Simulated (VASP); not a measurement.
All values below come from LDA (Ceperley-Alder, Perdew-Zunger), VASP's LDA PAW potentials (set 64) (plane waves; VASP).

The input files of a VASP run:

INCAR:
```
SYSTEM=SnSe2
PREC=Accurate; ENCUT=400; LREAL=.False.
LASPH=.True.; NBANDS=51
EDIFF=1E-7; NELM=100; ALGO=Normal
LMAXMIX=4
ISMEAR=0; SIGMA=0.01
LWAVE=.False.; LCHARG=.False.; NEDOS=1001
LOPTICS=.True.; CSHIFT=0.1
```

File POSCAR:
```
SnSe2
1.0
  1.9037372513  -3.2973698545   0.0000000000
  1.9037372513   3.2973698545   0.0000000000
  0.0000000000   0.0000000000   5.8835584155
Sn Se
1 2
Direct
  1.0000000000   0.0000000000   0.0000000000
  0.3333330000   0.6666670000   0.2681258324
  0.6666670000   0.3333330000   0.7318741676
```

### KPOINTS
```
Automatic mesh
0
Gamma
15 15 9
0 0 0
```

POTCAR, in this order: Sn_d Se (LDA.64 set). Program: vasp_std.

The dielectric response may not be converged in the k-mesh; for small gaps it tends to come out too large.

Question: Predict the energy per atom (σ→0).

Answer: 
The energy per atom (σ→0) is -4.598 eV/atom.

**OSZICAR**
```
...
DAV:   8    -0.137949342252E+02    0.29639E-02   -0.63306E-03 30231   0.337E-01    0.180E-01
DAV:   9    -0.137947323742E+02    0.20185E-03   -0.48560E-04 24902   0.673E-02    0.525E-02
DAV:  10    -0.137947346955E+02   -0.23213E-05   -0.55393E-05 26498   0.188E-02    0.248E-02
DAV:  11    -0.137947365699E+02   -0.18744E-05   -0.26546E-06 28110   0.725E-03    0.812E-03
DAV:  12    -0.137947363922E+02    0.17772E-06   -0.33856E-07 26658   0.269E-03    0.274E-03
DAV:  13    -0.137947363990E+02   -0.68094E-08   -0.24789E-08 15470   0.881E-04
   1 F= -.13794736E+02 E0= -.13794736E+02  d E =-.886002E-13
 imaginary and real dielectric function
```

The compound is SnSe2 in the 1T layered structure. It was relaxed first.
